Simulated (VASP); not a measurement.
Consider the following.

```xyz
4
Lattice="4.1427 0.0000 0.0000 0.0000 4.1427 0.0000 0.0000 0.0000 4.1427" Properties=species:S:1:pos:R:3 pbc="T T T"
Ti     0.0000     0.0000     0.0000
Pt     0.0000     2.0714     2.0714
Pt     2.0714     0.0000     2.0714
Pt     2.0714     2.0714     0.0000
```

Level of theory: vdW-DF2, VASP's PBE PAW potentials (set 64) (plane waves; VASP). Numerical set-up: 520 eV cut-off, 8×8×8 Γ-centred mesh, first-order Methfessel-Paxton smearing of 0.10 eV, potentials Ti_sv Pt.

Unless said otherwise, spin-orbit coupling is left out, though it shifts the bands of the heavy elements here.

Problem. Predict the energy per atom (σ→0), pressure, band gap (on the k-mesh) with the smallest direct gap where there is one.

Solution. 
```yaml
band gap (on the k-mesh): none (metal, semimetal or under 0.01 eV)
energy per atom (σ→0): -3.808 eV/atom
pressure: -8.99 GPa
```

Total energies compare only between runs with the same potentials, cut-off and functional.

The compound is Pt3Ti in the L1_2 structure. This cell is one point of a volume scan, at 1.06 of the reference volume.
